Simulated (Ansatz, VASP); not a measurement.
# GeCN2: VASP beside Ansatz

```
Ge N C
1.0
     1.79379    1.03565    4.92196
    -1.79379    1.03565    4.92196
     0.00000   -2.07129    4.92196
Ge N C
1 2 1
Cartesian
  0.0000 0.0000 0.0000
  0.0000 0.0000 8.6219
  0.0000 0.0000 6.1440
  0.0000 0.0000 7.3829
```

The cell comes from a database or a generator and needn't be the stable form of this composition.

Alike in both runs: functional PBE; k mesh 9 × 9 × 9; occupations fermi-dirac, width 0.05 eV; no spin polarisation.

```csv
,VASP,Ansatz
version,VASP 6.6.1,Ansatz 0.2.0
potentials or method,"VASP PAW PBE potentials, release 64 (Ge_d, N, C)",Ansatz PAW
plane-wave cutoff (eV),520,420
valence electrons in the cell,28,28
task,single point,band structure
```

|  | VASP | Ansatz | Ansatz less VASP |
| --- | --- | --- | --- |
| gap on the k mesh at the Fermi level (eV) | 1.12 | 1.12 | +0.001 |
| least direct gap on the mesh (eV) | 1.96 | 1.97 | +0.014 |
| pressure (GPa) | 0.2 | 0.0 | -0.13 |
| largest component of the traceless stress (GPa) | 0.33 | 0.17 | -0.161 |
| rms of the force components (eV/Å) | 0.030 | 0.007 | -0.0234 |

Atom by atom the forces differ by 0.037 eV/Å (rms over components).

Caveats: the standard files for N, O and F lose accuracy on very short bonds (VASP); an odd mesh through Γ misses points on the zone boundary, where band edges often lie (VASP); the k mesh misses the band edges, so the gap on the mesh is wider than the one along the path (Ansatz); the pressure holds a Pulay correction of +0.4 GPa for the finite cutoff (Ansatz).
